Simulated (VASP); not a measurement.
```xyz
2
Lattice="0.0000 3.0160 3.0160 3.0160 0.0000 3.0160 3.0160 3.0160 0.0000" Properties=species:S:1:pos:R:3 pbc="T T T"
In     0.0000     0.0000     0.0000
As     1.5080     1.5080     1.5080
```

The numbers are results of LDA (Ceperley-Alder, Perdew-Zunger), VASP's LDA PAW potentials (set 64) (plane waves; VASP), not measurements. Numerical set-up: 400 eV cut-off, 10×10×10 Γ-centred mesh, first-order Methfessel-Paxton smearing of 0.10 eV, potentials In_d As.

Unless said otherwise, spin-orbit coupling is left out, though it shifts the bands of the heavy elements here.

### Question
Estimate the energy per atom (σ→0), band gap (on the k-mesh) with the smallest direct gap where there is one.

### Answer

```json
{
  "band gap (on the k-mesh)": "none (metal, semimetal or under 0.01 eV)",
  "energy per atom (σ→0)": "-4.514 eV/atom"
}
```

Only differences to runs with the same potentials and settings are physical.

The compound is InAs in the zinc blende structure. It was relaxed first. The start is the result of an earlier pass.
